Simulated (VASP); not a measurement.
Output of a VASP run:

File OSZICAR:
```
       N       E                     dE             d eps       ncg     rms          rms(c)
DAV:   1     0.431602430231E+02    0.43160E+02   -0.57223E+03  2666   0.109E+03
DAV:   2    -0.241991067029E+01   -0.45580E+02   -0.44075E+02  2688   0.209E+02
DAV:   3    -0.277273875522E+01   -0.35283E+00   -0.35275E+00  3046   0.222E+01
DAV:   4    -0.277345371505E+01   -0.71496E-03   -0.71495E-03  2958   0.930E-01
DAV:   5    -0.277345802734E+01   -0.43123E-05   -0.43103E-05  2877   0.639E-02    0.797E+00
DAV:   6    -0.250565038763E+01    0.26781E+00   -0.10485E+00  2648   0.116E+01    0.480E+00
DAV:   7    -0.248770867919E+01    0.17942E-01   -0.31988E-02  2852   0.198E+00    0.238E+00
DAV:   8    -0.248332534699E+01    0.43833E-02   -0.93729E-04  2732   0.317E-01    0.123E-01
DAV:   9    -0.248333231063E+01   -0.69636E-05   -0.59577E-06  2927   0.271E-02    0.144E-02
DAV:  10    -0.248333831790E+01   -0.60073E-05   -0.30198E-06  2871   0.196E-02    0.681E-03
DAV:  11    -0.248333790949E+01    0.40841E-06   -0.77919E-08  1389   0.319E-03
   1 F= 0.16533616E+01 E0= 0.16534499E+01  d E =0.165336E+01
       N       E                     dE             d eps       ncg     rms          rms(c)
DAV:   1    -0.705999657923E+01   -0.45767E+01   -0.10495E+02  2646   0.125E+02    0.216E+01
DAV:   2    -0.166100676455E+01    0.53990E+01   -0.18625E+01  2613   0.506E+01    0.344E+00
DAV:   3    -0.141837670236E+01    0.24263E+00   -0.76263E-01  2731   0.923E+00    0.173E+00
DAV:   4    -0.139503022260E+01    0.23346E-01   -0.33830E-02  2714   0.175E+00    0.621E-01
DAV:   5    -0.139444867608E+01    0.58155E-03   -0.93330E-03  2963   0.896E-01    0.144E-01
DAV:   6    -0.139458135895E+01   -0.13268E-03   -0.91686E-05  2923   0.102E-01    0.405E-02
DAV:   7    -0.139457178303E+01    0.95759E-05   -0.12832E-06  2757   0.138E-02    0.518E-03
DAV:   8    -0.139457214418E+01   -0.36116E-06   -0.13136E-07  1346   0.395E-03
   2 F= 0.19707562E+01 E0= 0.19708756E+01  d E =0.317395E+00
       N       E                     dE             d eps       ncg     rms          rms(c)
DAV:   1    -0.524263420374E+01   -0.38481E+01   -0.62207E+01  2638   0.105E+02    0.108E+01
DAV:   2    -0.252669738588E+01    0.27159E+01   -0.79964E+00  2619   0.327E+01    0.650E+00
DAV:   3    -0.233765728432E+01    0.18904E+00   -0.65597E-01  2756   0.896E+00    0.411E+00
DAV:   4    -0.231634035881E+01    0.21317E-01   -0.23944E-02  2770   0.187E+00    0.993E-01
DAV:   5    -0.231467384210E+01    0.16665E-02   -0.52475E-03  2743   0.593E-01    0.574E-02
DAV:   6    -0.231474630371E+01   -0.72462E-04   -0.93421E-05  2779   0.115E-01    0.229E-02
DAV:   7    -0.231474641437E+01   -0.11066E-06   -0.28416E-06  2747   0.218E-02
   3 F= 0.16151376E+01 E0= 0.16151570E+01  d E =-.382240E-01
       N       E                     dE             d eps       ncg     rms          rms(c)
DAV:   1    -0.230561225403E+01    0.91340E-02   -0.17728E-02  2645   0.169E+00    0.189E-01
DAV:   2    -0.230475003426E+01    0.86222E-03   -0.32333E-03  2628   0.647E-01    0.694E-02
DAV:   3    -0.230471823245E+01    0.31802E-04   -0.11145E-04  2719   0.111E-01    0.425E-02
DAV:   4    -0.230471783780E+01    0.39465E-06   -0.95500E-06  2725   0.308E-02
   4 F= 0.16150097E+01 E0= 0.16150261E+01  d E =-.383519E-01
```

File OUTCAR:
```
------------------------ aborting loop because EDIFF is reached ----------------------------------------
  FORCE on cell =-STRESS in cart. coord.  units (eV):
  Direction    XX          YY          ZZ          XY          YZ          ZX
  --------------------------------------------------------------------------------------
  Total        3.9018618      3.9018618      3.9018618     -0.0000000      0.0000000      0.0000000
  in kB      447.9489399    447.9489399    447.9489399     -0.0000000      0.0000000      0.0000000
  external PRESSURE =      -2.0510601 kB  Pullay stress =     450.0000000 kB
  volume of cell :       13.96
      direct lattice vectors                 reciprocal lattice vectors
     0.000000000  1.910914771  1.910914771    -0.261654788  0.261654788  0.261654788
     1.910914771  0.000000000  1.910914771     0.261654788 -0.261654788  0.261654788
     1.910914771  1.910914771  0.000000000     0.261654788  0.261654788 -0.261654788
 POSITION                                       TOTAL-FORCE (eV/Angst)
 -----------------------------------------------------------------------------------
      1.91091      1.91091      0.00000         0.000000      0.000000     -0.000000
 -----------------------------------------------------------------------------------
    total drift:                               -0.000000     -0.000000     -0.000000
  FREE ENERGIE OF THE ION-ELECTRON SYSTEM (eV)
  ---------------------------------------------------
  free  energy   TOTEN  =        -2.3047178378 eV

  energy  without entropy=       -2.3046686261  energy(sigma->0) =       -2.30470143
  enthalpy is  TOTEN    =         1.6150096958 eV   P V=        3.9197275336

 reached required accuracy - stopping structural energy minimisation
```
(Selected blocks of OUTCAR.)

**POSCAR**
```
Ag
1
    0.0000000000     1.9455423229     1.9455423229
    1.9455423229     0.0000000000     1.9455423229
    1.9455423229     1.9455423229     0.0000000000
Ag
1
Direct
  0.0000000000   0.0000000000   0.0000000000
```

Task: Reconstruct the remaining input files.

Result: One answer among several that fit: the input of the run itself, PBE GGA, plane waves, VASP's PBE PAW potentials (set 64).

INCAR:
```
# general
SYSTEM  = Ag
PREC    = Accurate
ENCUT   = 500   # plane-wave cut-off (eV)
LREAL   = .FALSE.
LASPH   = .TRUE.

# electronic loop
EDIFF   = 1E-6   # SCF stop (eV)
NELM    = 100
ALGO    = Normal   # blocked Davidson
LMAXMIX = 4

# smearing
ISMEAR  = 1   # Methfessel-Paxton
SIGMA   = 0.1   # width (eV)

# functional
GGA     = PE   # PBE

# ions
IBRION  = 2   # conjugate gradients
NSW     = 40   # most ionic steps
ISIF    = 3   # ions, shape and volume
EDIFFG  = -0.02
PSTRESS = 450

# output
LWAVE   = .FALSE.
LCHARG  = .FALSE.
```

File KPOINTS:
```
kpoints
0
Gamma
 16 16 16
0 0 0
```

POTCAR, in this order: Ag (PBE.64 set). Program: vasp_std.

Energy and stress use the plane-wave basis of the starting cell.

The compound is Ag in the fcc structure. This run relaxes it under an external pressure of 45 GPa. Symmetry was kept, so distortions that lower it aren't found.
